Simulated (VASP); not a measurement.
# HPbNO4 (P1) in VASP: reference runs

Reference runs on HPbNO4: the cell as given and a disturbed copy.

Everything below comes from runs of VASP 6.6.1. Logs are shortened: lines on timing, memory, paths and dates and some standing lists are left out, and cuts for length are marked.

## (1) The structure

The typed cell holds 7 atoms: a = 3.858 Å, b = 5.535 Å, c = 6.055 Å, α = 106.62°, β = 93.97°, γ = 90.45°.

The cell was built by a generator and needn't be a form met in nature.

## (2) Single point, PBE

File INCAR:

```
SYSTEM = HPbNO4
ALGO = Normal
EDIFF = 1E-7
ENCUT = 520
GGA = PE
ISIF = 2
ISMEAR = -1
KPAR = 4
LASPH = .TRUE.
LCHARG = .FALSE.
LREAL = .FALSE.
LWAVE = .FALSE.
NBANDS = 31
NELM = 60
PREC = Accurate
SIGMA = 0.05
```

File KPOINTS:

```
k-points
0
G
  7 5 5
  0 0 0
```

File POSCAR:

```
HPbNO4
1.0
    3.8540400000      0.1438400000      0.0901200000
   -0.2532000000      5.5269800000      0.1647100000
   -0.4819700000     -1.9272000000      5.7202500000
H Pb N O
1 1 1 4
Direct
    0.1091300000      0.6571800000      0.5446300000
    0.6102900000      0.5212700000      0.1510000000
    0.9158000000      0.9626300000      0.9586700000
    0.0138400000      0.1363900000      0.8808400000
    0.7239800000      0.0105700000      0.1285800000
    0.0038900000      0.7373200000      0.8704300000
    0.1192700000      0.5932400000      0.3765100000
```

Potentials or basis: VASP PAW PBE potentials, release 64 (H, Pb_d, N, O).

Run with:

```
> cat potpaw_PBE.64/H/POTCAR potpaw_PBE.64/Pb_d/POTCAR potpaw_PBE.64/N/POTCAR potpaw_PBE.64/O/POTCAR > POTCAR
> mpirun -np 4 vasp_std > vasp.out
```

OUTCAR:

```text
SYSTEM = HPbNO4
   EDIFF = 1E-7
   ENCUT = 520
   GGA = PE
   ISIF = 2
   ISMEAR = -1
   LASPH = .TRUE.
   LREAL = .FALSE.
   NELM = 60
   PREC = Accurate

 ion  position               nearest neighbor table
   1  0.109  0.657  0.545-   7 0.98
   2  0.610  0.521  0.151-   7 2.28   7 2.38   5 2.78   5 2.83   4 2.84   6 2.85
   3  0.916  0.963  0.959-   4 1.25   6 1.27   5 1.28
   4  0.014  0.136  0.881-   3 1.25   2 2.84
   5  0.724  0.011  0.129-   3 1.28   2 2.78   2 2.83
   6  0.004  0.737  0.870-   3 1.27   2 2.85
   7  0.119  0.593  0.377-   1 0.98   2 2.28   2 2.38

  LATTYP: Found a triclinic cell.
 ALAT       =     6.9506566964
 B/A-ratio  =     0.5550232440
 C/A-ratio  =     0.7963604173
 COS(alpha) =     0.0077737674
 COS(beta)  =     0.2535091708
 COS(gamma) =     0.4946358889

  Lattice vectors:

 A1 = (  -3.3720700000,   1.7833600000,  -5.8103700000)
 A2 = (  -3.8540400000,  -0.1438400000,  -0.0901200000)
 A3 = (  -0.2532000000,   5.5269800000,   0.1647100000)

Analysis of symmetry for initial positions (statically):
=====================================================================
 Subroutine PRICEL returns:
 Original cell was already a primitive cell.

 Routine SETGRP: Setting up the symmetry group for a
 triclinic supercell.

 Subroutine GETGRP returns: Found  1 space group operations
 (whereof  1 operations were pure point group operations)
 out of a pool of  2 trial point group operations.

The static configuration has the point symmetry C_1 .

Analysis of symmetry for dynamics (positions and initial velocities):
=====================================================================
 Subroutine PRICEL returns:
 Original cell was already a primitive cell.

 Routine SETGRP: Setting up the symmetry group for a
 triclinic supercell.

 Subroutine GETGRP returns: Found  1 space group operations
 (whereof  1 operations were pure point group operations)
 out of a pool of  2 trial point group operations.

The dynamic configuration has the point symmetry C_1 .

 Subroutine INISYM returns: Found  1 space group operations
 (whereof  1 operations are pure point group operations),
 and found     1 'primitive' translations

----------------------------------------------------------------------------------------

                                     Primitive cell

  volume of cell :     123.5525

  direct lattice vectors                    reciprocal lattice vectors
     3.854040000  0.143840000  0.090120000     0.258457951  0.011080161  0.025509840
    -0.253200000  5.526980000  0.164710000    -0.008065233  0.178786348  0.059555063
    -0.481970000 -1.927200000  5.720250000    -0.003839658 -0.005322572  0.172700798

  length of vectors
     3.857776028  5.535227867  6.055382315     0.259950062  0.188617103  0.172825456

  position of ions in fractional coordinates (direct lattice)
     0.109130000  0.657180000  0.544630000
     0.610290000  0.521270000  0.151000000
     0.915800000  0.962630000  0.958670000
     0.013840000  0.136390000  0.880840000
     0.723980000  0.010570000  0.128580000
     0.003890000  0.737320000  0.870430000
     0.119270000  0.593240000  0.376510000

  ion indices of the primitive-cell ions
   primitive index   ion index
                 1           1
                 2           2
                 3           3
                 4           4
                 5           5
                 6           6
                 7           7

----------------------------------------------------------------------------------------

 KPOINTS: k-points

Automatic generation of k-mesh.
 Grid dimensions read from file:
 generate k-points for:    7    5    5

 Generating k-lattice:

  Cartesian coordinates                     Fractional coordinates (reciprocal lattice)
     0.036922564  0.001582880  0.003644263     0.142857143 -0.000000000  0.000000000
    -0.001613047  0.035757270  0.011911013     0.000000000  0.200000000  0.000000000
    -0.000767932 -0.001064514  0.034540160    -0.000000000 -0.000000000  0.200000000

  Length of vectors
     0.037135723  0.037723421  0.034565091

  Shift w.r.t. Gamma in fractional coordinates (k-lattice)
     0.000000000  0.000000000  0.000000000

 Subroutine IBZKPT returns following result:
 ===========================================

 Found     88 irreducible k-points:

 Following reciprocal coordinates:
            Coordinates               Weight
  0.000000  0.000000  0.000000      1.000000
  0.142857  0.000000  0.000000      2.000000
  0.285714  0.000000  0.000000      2.000000
  0.428571  0.000000  0.000000      2.000000
  0.000000  0.200000  0.000000      2.000000
  0.142857  0.200000  0.000000      2.000000
[... 16 lines left out ...]
 -0.428571 -0.000000  0.200000      2.000000
 -0.285714 -0.000000  0.200000      2.000000
 [... further k-points ...]
   k-points           NKPTS =     88   k-points in BZ     NKDIM =     88   number of bands    NBANDS=     31
   number of dos      NEDOS =    301   number of ions     NIONS =      7
   total plane-waves  NPLWV =  60480
   dimension x,y,z NGX =    30 NGY =   42 NGZ =   48
   dimension x,y,z NGXF=    60 NGYF=   84 NGZF=   96
   ions per type =               1   1   1   4
   NGX,Y,Z   is equivalent  to a cutoff of  12.93, 12.61, 13.18 a.u.
   NGXF,Y,Z  is equivalent  to a cutoff of  25.86, 25.23, 26.36 a.u.
 SYSTEM =  HPbNO4
   PREC   = accura    normal or accurate (medium, high low for compatibility)
   ISTART =      0    job   : 0-new  1-cont  2-samecut
   ICHARG =      2    charge: 1-file 2-atom 10-const
   ISPIN  =      1    spin polarized calculation?
   LNONCOLLINEAR =      F non collinear calculations
   LSORBIT =      F    spin-orbit coupling
   LASPH  =      T    aspherical Exc in radial PAW
   ENCUT  =  520.0 eV  38.22 Ry    6.18 a.u.   7.17 10.29 11.26*2*pi/ulx,y,z
   NELM   =     60;   NELMIN=  2; NELMDL= -5     # of ELM steps
   EDIFF  = 0.1E-06   stopping-criterion for ELM
   LREAL  =      F    real-space projection
   EDIFFG = 0.1E-05   stopping-criterion for IOM
   NSW    =      0    number of steps for IOM
   IBRION =     -1    ionic relax: 0-MD 1-quasi-New 2-CG
   NFREE  =      0    steps in history (QN), initial steepest desc. (CG)
   ISIF   =      2    stress and relaxation
   ISYM   =      2    0-nonsym 1-usesym 2-fastsym
   POTIM  = 0.5000    time-step for ionic-motion
   TEBEG  =    0.0;   TEEND  =   0.0 temperature during run
   PSTRESS=    0.0 pullay stress
   NELECT =      44.0000    total number of electrons
   NUPDOWN=      -1.0000    fix difference up-down
   EMIN   =  10.00;   EMAX   =-10.00  energy-range for DOS
   EFERMI =   0.00;   METHOD = LEGACY
   ISMEAR =    -1;   SIGMA  =   0.05  broadening in eV -4-tet -1-fermi 0-gaus
   EFERMI_NEDOS =   21; number of points for ismear=-14 and -15
   IALGO  =     38    algorithm
   IMIX   =      4    mixing-type and parameters
     AMIX     =   0.40;   BMIX     =  1.00
     AMIX_MAG =   1.60;   BMIX_MAG =  1.00
  volume/ion in A,a.u.               =      17.65       119.11
  Fermi-wavevector in a.u.,A,eV,Ry     =   1.160402  2.192842 18.320693  1.346533
  Thomas-Fermi vector in A             =   2.296985
   LORBIT       =      0    0 simple, 1 ext, 2 COOP (PROOUT), +10 PAW based schemes
   GGA     = PE    functional components
   LHFCALC =     F    Hartree Fock is set to
   AEXX    =    0.0000 exact exchange contribution
   IVDW    =     0    specifies the selected vdW correction
   LEPSILON=     F    determine dielectric tensor
   LRPA    =     F    only Hartree local field effects (RPA)
 non-spin polarized calculation
  energy-cutoff  :      520.00
  volume of cell :      123.55
 maximum number of plane-waves:      3346
 NGX is ok and might be reduce to    30
   NGX = 15   NGY = 21   NGZ = 23

 number of electron      44.0000005 magnetization

 Free energy of the ion-electron system (eV)
  ---------------------------------------------------
  ext. energy  EPLUGINS =         0.00000000
  ---------------------------------------------------
  free energy    TOTEN  =       -40.40205786 eV

  energy without entropy =      -40.40205786  energy(sigma->0) =      -40.40205786

 E-fermi :   0.4226     XC(G=0):  -7.5545

 val. band max:       -0.7138197987   @ k =  -0.4286  -0.4000   0.4000
 cond. band min:       2.4245966685   @ k =   0.4286  -0.0000   0.4000
 fundamental gap:      3.1384164671
 Fermi energy:         0.4225566272

 k-point     1 :       0.0000    0.0000    0.0000
  band No.  band energies     occupation
      1     -26.4496      2.00000
      2     -21.0426      2.00000
      3     -20.8015      2.00000
      4     -18.2156      2.00000
      5     -15.7748      2.00000
      6     -15.7510      2.00000
[... 23 lines left out ...]
     30       9.4195      0.00000
     31      10.0852      0.00000

 k-point     2 :       0.1429    0.0000    0.0000
  band No.  band energies     occupation
      1     -26.4427      2.00000
      2     -21.0404      2.00000
      3     -20.8102      2.00000
      4     -18.2150      2.00000
      5     -15.7748      2.00000
      6     -15.7632      2.00000
[... 23 lines left out ...]
     30       9.5532      0.00000
     31      10.2281      0.00000

 k-point     3 :       0.2857    0.0000    0.0000
  band No.  band energies     occupation
      1     -26.4273      2.00000
      2     -21.0361      2.00000
      3     -20.8295      2.00000
      4     -18.2154      2.00000
      5     -15.7792      2.00000
      6     -15.7747      2.00000
[... 703 lines left out ...]
     30       9.8816      0.00000
     31      10.5071      0.00000

 k-point    24 :      -0.2857   -0.0000    0.2000
  band No.  band energies     occupation
      1     -26.4271      2.00000
      2     -21.0361      2.00000
      3     -20.8302      2.00000
      4     -18.2156      2.00000
      5     -15.7791      2.00000
      6     -15.7747      2.00000
[... 23 lines left out ...]
     30       9.8868      0.00000
     31      10.4718      0.00000

 [... further k-points ...]

------------------------ aborting loop because EDIFF is reached ----------------------------------------

  FORCE on cell =-STRESS in cart. coord.  units (eV):
  Direction    XX          YY          ZZ          XY          YZ          ZX
  --------------------------------------------------------------------------------------
  -------------------------------------------------------------------------------------
  Total        0.1590214      0.6265611      0.3678378      0.0306260      0.0153725     -0.3231344
  in kB        2.0621222      8.1249807      4.7699661      0.3971446      0.1993437     -4.1902707
  external PRESSURE =       4.9856897 kB  Pullay stress =       0.0000000 kB

 VOLUME and BASIS-vectors are now :
 -----------------------------------------------------------------------------
  energy-cutoff  :      520.00
  volume of cell :      123.55
      direct lattice vectors                 reciprocal lattice vectors
     3.854040000  0.143840000  0.090120000     0.258457951  0.011080161  0.025509840
    -0.253200000  5.526980000  0.164710000    -0.008065233  0.178786348  0.059555063
    -0.481970000 -1.927200000  5.720250000    -0.003839658 -0.005322572  0.172700798

 POSITION                                       TOTAL-FORCE (eV/Angst)
 -----------------------------------------------------------------------------------
     -0.00830      2.59831      3.23350        -0.010075     -0.002162      0.099955
      2.14732      2.67783      1.00462        -0.016604     -0.000870     -0.017419
      2.82374      3.60462      5.72492        -0.015387     -0.045439      0.019213
     -0.40573     -0.94174      5.06234         0.126106      0.380788     -0.131810
      2.72560     -0.08524      0.80250        -0.231762     -0.026006      0.262265
     -0.59122      2.39822      5.10087         0.126980     -0.307122     -0.154457
      0.12800      2.57037      2.26219         0.020742      0.000811     -0.077748
 -----------------------------------------------------------------------------------
    total drift:                               -0.000337     -0.000525      0.000386

  FREE ENERGIE OF THE ION-ELECTRON SYSTEM (eV)
  ---------------------------------------------------
  free  energy   TOTEN  =       -40.4020578632 eV

  energy  without entropy=      -40.4020578632  energy(sigma->0) =      -40.40205786
```

Wall time 68 s (4 MPI ranks of Intel Xeon 6975P-C (Granite Rapids), shared host); peak memory 0.44 GiB.

What came out:

```
Free energy            : -40.4021 eV
Pressure               : 0.5 GPa
Largest force          : 0.422 eV/Å
Band gap on the k mesh : 3.14 eV, indirect (least direct gap 3.22 eV)
```

Forces in eV/Å, atoms in the order of the input:
```
H   -0.010 -0.002  0.100
Pb  -0.017 -0.001 -0.017
N   -0.015 -0.045  0.019
O    0.126  0.381 -0.132
O   -0.232 -0.026  0.262
O    0.127 -0.307 -0.154
O    0.021  0.001 -0.078
```

Stress tensor (GPa, compression positive):
```
 0.21  0.04 -0.42
 0.04  0.81  0.02
-0.42  0.02  0.48
```

Caveat: the standard files for N, O and F lose accuracy on very short bonds; spin-orbit coupling is left out, which as a rule narrows the gap of such compounds by several tenths of an eV; an odd mesh through Γ misses points on the zone boundary, where band edges often lie.

## (3) Single point, PBE (atoms moved at random, drawn with an rms of 0.05 Å)

INCAR is that of step 2.

KPOINTS is that of step 2.

File POSCAR:

```
HPbNO4
1.0
    3.8540400000      0.1438400000      0.0901200000
   -0.2532000000      5.5269800000      0.1647100000
   -0.4819700000     -1.9272000000      5.7202500000
H Pb N O
1 1 1 4
Direct
    0.0941660000      0.6524940000      0.5500540000
    0.6052850000      0.5156420000      0.1550950000
    0.9282200000      0.9662930000      0.9587100000
    0.0164780000      0.1295810000      0.8776250000
    0.7097780000      0.0011380000      0.1286680000
    0.0078160000      0.7445390000      0.8696830000
    0.1047850000      0.5898850000      0.3744560000
```

Potentials or basis: VASP PAW PBE potentials, release 64 (H, Pb_d, N, O).

Run with:

```
> cat potpaw_PBE.64/H/POTCAR potpaw_PBE.64/Pb_d/POTCAR potpaw_PBE.64/N/POTCAR potpaw_PBE.64/O/POTCAR > POTCAR
> mpirun -np 4 vasp_std > vasp.out
```

Run time: 63 s. Hardware: 4 MPI ranks of Intel Xeon 6975P-C (Granite Rapids), shared host; peak memory 0.44 GiB.

Results (log left out):

```
Free energy            : -40.1263 eV
Pressure               : 1.2 GPa
Largest force          : 3.977 eV/Å
Band gap on the k mesh : 3.21 eV, indirect (least direct gap 3.30 eV)
```

Forces on the atoms (eV/Å):
```
H    0.240  0.016 -1.406
Pb  -0.228  0.124 -0.231
N   -2.748 -2.504  1.413
O    0.590  3.255 -0.201
O    1.266  1.006 -0.751
O    0.831 -1.883 -0.532
O    0.048 -0.014  1.708
```

Stress tensor (GPa, compression positive):
```
-0.39 -0.77  1.58
-0.77  6.10  0.89
 1.58  0.89 -2.20
```

Levels at points of the mesh, in eV from the valence-band top:
```
           k point  band 18  band 19  band 20  band 21  band 22  band 23  band 24  band 25  band 26  band 27
(0.00, 0.00, 0.00)    -1.91    -1.84    -1.45    -0.75    -0.37     3.48     4.33     5.94     6.04     7.84
```

Caveat: the standard files for N, O and F lose accuracy on very short bonds; spin-orbit coupling is left out, which as a rule narrows the gap of such compounds by several tenths of an eV; an odd mesh through Γ misses points on the zone boundary, where band edges often lie.
